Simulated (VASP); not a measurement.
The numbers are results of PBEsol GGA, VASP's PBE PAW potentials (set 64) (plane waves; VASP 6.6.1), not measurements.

The input files of a VASP run:

**KPOINTS**
```
Automatic mesh
0
Gamma
7 7 7
0 0 0
```

**INCAR**
```
# general
SYSTEM  = CdTe
PREC    = Accurate
ENCUT   = 500   # plane-wave cut-off (eV)
LREAL   = .FALSE.
LASPH   = .TRUE.   # aspherical one-centre terms

# electronic loop
EDIFF   = 1E-6
NELM    = 100   # most electronic steps
ALGO    = Normal   # blocked Davidson
LMAXMIX = 4

# smearing
ISMEAR  = 0   # Gaussian
SIGMA   = 0.05

# functional
GGA     = PS   # PBEsol

# ions
IBRION  = 2   # conjugate gradients
NSW     = 40   # most ionic steps
ISIF    = 3
EDIFFG  = -0.02   # ionic stop

# output
LWAVE   = .FALSE.
LCHARG  = .FALSE.
```

POSCAR:
```
CdTe
1.0
  0.0000000000   3.2510321343   3.2510321343
  3.2510321343   0.0000000000   3.2510321343
  3.2510321343   3.2510321343   0.0000000000
Cd Te
1 1
Direct
  0.0000000000   1.0000000000   1.0000000000
  0.2500000000   0.2500000000   0.2500000000
```

POTCAR, in this order: Cd Te (PBE.64 set). Program: vasp_std.

Q: What will the output report for the number of irreducible k-points (NKPTS), largest plane-wave count, number of space-group operations, FFT grid (NGX, NGY, NGZ)?

A: 
The number of irreducible k-points (NKPTS) comes out as 20 and the largest plane-wave count is 1807. The number of space-group operations is 24 and the FFT grid (NGX, NGY, NGZ) is 36 × 36 × 36.

The structure was generated: CdTe was put into the zinc blende type (F-43m), which need not be its known phase. It was relaxed first.
